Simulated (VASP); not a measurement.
Computed with SCAN meta-GGA, VASP's PBE PAW potentials (set 64) (plane waves; VASP).

VASP input:

File POSCAR:
```
Li
1
   -1.6782342117     1.6782342117     1.6782342117
    1.6782342117    -1.6782342117     1.6782342117
    1.6782342117     1.6782342117    -1.6782342117
Li
1
Direct
  0.0000000000   0.0000000000   0.0000000000
```

**KPOINTS**
```
Automatic mesh
0
Gamma
  15 15 15
```

**INCAR**
```
! general
SYSTEM  = Li
PREC    = Accurate
ENCUT   = 520
LREAL   = .FALSE.
LASPH   = .TRUE.

! electronic loop
EDIFF   = 1E-7
NELM    = 100
ALGO    = Normal
LMIXTAU = .TRUE.

! smearing
ISMEAR  = 1
SIGMA   = 0.1

! functional
METAGGA = SCAN

! ions
ISIF    = 2

! output
LWAVE   = .FALSE.
LCHARG  = .FALSE.
```

POTCAR, in this order: Li_sv (PBE.64 set). Program: vasp_std.

The resulting files:

**OSZICAR**
```
       N       E                     dE             d eps       ncg     rms          rms(c)
DAV:   1     0.528015337809E-01    0.52802E-01   -0.72899E+02  1225   0.427E+02
DAV:   2    -0.254634346927E+01   -0.25991E+01   -0.25352E+01  1735   0.648E+01
DAV:   3    -0.267945727046E+01   -0.13311E+00   -0.13292E+00  1480   0.102E+01
DAV:   4    -0.268239902251E+01   -0.29418E-02   -0.29405E-02  1585   0.145E+00
DAV:   5    -0.268242731432E+01   -0.28292E-04   -0.28292E-04  1515   0.121E-01    0.224E-01
DAV:   6    -0.224848249316E+01    0.43394E+00   -0.24171E-01  1825   0.315E+00    0.344E-01
DAV:   7    -0.239493079699E+01   -0.14645E+00   -0.44223E-02  1320   0.303E+00    0.300E-01
DAV:   8    -0.239388034572E+01    0.10505E-02   -0.33001E-02  1230   0.226E+00    0.294E-01
DAV:   9    -0.242084128213E+01   -0.26961E-01   -0.33627E-02  1205   0.192E+00    0.794E-02
DAV:  10    -0.236440211649E+01    0.56439E-01   -0.19764E-02  1205   0.168E+00    0.194E-01
DAV:  11    -0.236067200554E+01    0.37301E-02   -0.21007E-02  1205   0.151E+00    0.221E-01
DAV:  12    -0.236441561713E+01   -0.37436E-02   -0.11721E-02  1205   0.110E+00    0.196E-01
DAV:  13    -0.236365793689E+01    0.75768E-03   -0.17469E-04  1410   0.174E-01    0.181E-01
DAV:  14    -0.236508073742E+01   -0.14228E-02   -0.40487E-04  1220   0.267E-01    0.146E-01
DAV:  15    -0.237145096972E+01   -0.63702E-02   -0.23619E-02  1320   0.143E+00    0.125E-01
DAV:  16    -0.237047616955E+01    0.97480E-03   -0.16560E-03  1255   0.535E-01    0.130E-01
DAV:  17    -0.237024812465E+01    0.22804E-03   -0.32596E-04  1855   0.150E-01    0.139E-01
DAV:  18    -0.237002246244E+01    0.22566E-03   -0.10016E-05  1270   0.549E-02    0.140E-01
DAV:  19    -0.236906943725E+01    0.95303E-03   -0.69596E-04  1250   0.356E-01    0.147E-01
DAV:  20    -0.237017810456E+01   -0.11087E-02   -0.32970E-02  1365   0.122E+00    0.660E-02
DAV:  21    -0.237089966045E+01   -0.72156E-03   -0.17404E-02  1385   0.954E-01    0.446E-02
DAV:  22    -0.237081732579E+01    0.82335E-04   -0.38004E-03  1350   0.559E-01    0.868E-02
DAV:  23    -0.236913913697E+01    0.16782E-02   -0.35509E-03  1370   0.426E-01    0.321E-02
DAV:  24    -0.237080263767E+01   -0.16635E-02   -0.88816E-03  1335   0.767E-01    0.470E-02
DAV:  25    -0.237128254872E+01   -0.47991E-03   -0.16467E-03  1375   0.368E-01    0.202E-02
DAV:  26    -0.237228466748E+01   -0.10021E-02   -0.17978E-02  1295   0.883E-01    0.980E-02
DAV:  27    -0.236965690468E+01    0.26278E-02   -0.24129E-02  1345   0.111E+00    0.354E-02
DAV:  28    -0.237110261051E+01   -0.14457E-02   -0.89524E-03  1365   0.743E-01    0.404E-02
DAV:  29    -0.237122353199E+01   -0.12092E-03   -0.14786E-02  1275   0.818E-01    0.604E-02
DAV:  30    -0.237146130689E+01   -0.23777E-03   -0.75794E-03  1365   0.679E-01    0.111E-02
DAV:  31    -0.237118844079E+01    0.27287E-03   -0.44294E-03  1360   0.554E-01    0.407E-02
DAV:  32    -0.237134337749E+01   -0.15494E-03   -0.79602E-03  1275   0.612E-01    0.326E-02
DAV:  33    -0.237057599681E+01    0.76738E-03   -0.17226E-03  1355   0.379E-01    0.420E-03
DAV:  34    -0.237076132855E+01   -0.18533E-03   -0.72812E-04  1540   0.194E-01    0.194E-02
DAV:  35    -0.237113962829E+01   -0.37830E-03   -0.14641E-04  1235   0.139E-01    0.246E-02
DAV:  36    -0.237110882822E+01    0.30800E-04   -0.72805E-04  1280   0.190E-01    0.408E-03
DAV:  37    -0.237086187333E+01    0.24695E-03   -0.13442E-04  1290   0.133E-01    0.104E-02
DAV:  38    -0.237086188354E+01   -0.10205E-07   -0.16529E-04  1275   0.868E-02    0.140E-03
DAV:  39    -0.237075526052E+01    0.10662E-03   -0.16171E-05  1220   0.519E-02    0.532E-04
DAV:  40    -0.237074712192E+01    0.81386E-05   -0.15371E-05  1270   0.270E-02    0.377E-03
DAV:  41    -0.237077895917E+01   -0.31837E-04   -0.27374E-06  1280   0.180E-02    0.473E-03
DAV:  42    -0.237079785530E+01   -0.18896E-04   -0.64587E-07  1255   0.882E-03    0.512E-03
DAV:  43    -0.237079250076E+01    0.53545E-05   -0.53318E-05  1270   0.467E-02    0.129E-03
DAV:  44    -0.237073633537E+01    0.56165E-04   -0.78828E-06  1240   0.322E-02    0.216E-03
DAV:  45    -0.237071808881E+01    0.18247E-04   -0.34394E-06  1315   0.176E-02    0.928E-04
DAV:  46    -0.237072600798E+01   -0.79192E-05   -0.40729E-07  1535   0.551E-03    0.409E-04
DAV:  47    -0.237073160846E+01   -0.56005E-05   -0.32329E-06  1330   0.138E-02    0.121E-03
DAV:  48    -0.237074561247E+01   -0.14004E-04   -0.13477E-06  1320   0.105E-02    0.485E-04
DAV:  49    -0.237074105951E+01    0.45530E-05   -0.52510E-08  1215   0.255E-03    0.514E-04
DAV:  50    -0.237074121807E+01   -0.15855E-06   -0.24474E-08  1045   0.131E-03    0.428E-04
DAV:  51    -0.237073796548E+01    0.32526E-05   -0.18859E-08  1200   0.207E-03    0.416E-04
DAV:  52    -0.237073779061E+01    0.17486E-06   -0.28448E-07  1345   0.396E-03    0.805E-05
DAV:  53    -0.237073370456E+01    0.40861E-05   -0.40389E-08  1210   0.235E-03    0.243E-05
DAV:  54    -0.237073326428E+01    0.44028E-06   -0.12227E-09   605   0.476E-04    0.310E-05
DAV:  55    -0.237073321320E+01    0.51084E-07   -0.11666E-10   600   0.167E-04
   1 F= -.23707332E+01 E0= -.23706959E+01  d E =-.112068E-03
```

### OUTCAR
```
------------------------ aborting loop because EDIFF is reached ----------------------------------------
  FORCE on cell =-STRESS in cart. coord.  units (eV):
  Direction    XX          YY          ZZ          XY          YZ          ZX
  --------------------------------------------------------------------------------------
  Total        0.1790863      0.1790863      0.1790863     -0.0000000     -0.0000000      0.0000000
  in kB       15.1759269     15.1759269     15.1759269     -0.0000000     -0.0000000      0.0000000
  external PRESSURE =      15.1759269 kB  Pullay stress =       0.0000000 kB
  volume of cell :       18.91
      direct lattice vectors                 reciprocal lattice vectors
    -1.678234212  1.678234212  1.678234212     0.000000000  0.297932194  0.297932194
     1.678234212 -1.678234212  1.678234212     0.297932194  0.000000000  0.297932194
     1.678234212  1.678234212 -1.678234212     0.297932194  0.297932194  0.000000000
 POSITION                                       TOTAL-FORCE (eV/Angst)
 -----------------------------------------------------------------------------------
      0.00000      0.00000      0.00000         0.000000      0.000000     -0.000000
 -----------------------------------------------------------------------------------
    total drift:                               -0.000000      0.000000     -0.000000
  FREE ENERGIE OF THE ION-ELECTRON SYSTEM (eV)
  ---------------------------------------------------
  free  energy   TOTEN  =        -2.3707332132 eV

  energy  without entropy=       -2.3706211452  energy(sigma->0) =       -2.37069586
```
(Selected blocks of OUTCAR.)

The compound is Li in the bcc structure. This cell is one point of a volume scan, at 0.94 of the reference volume.
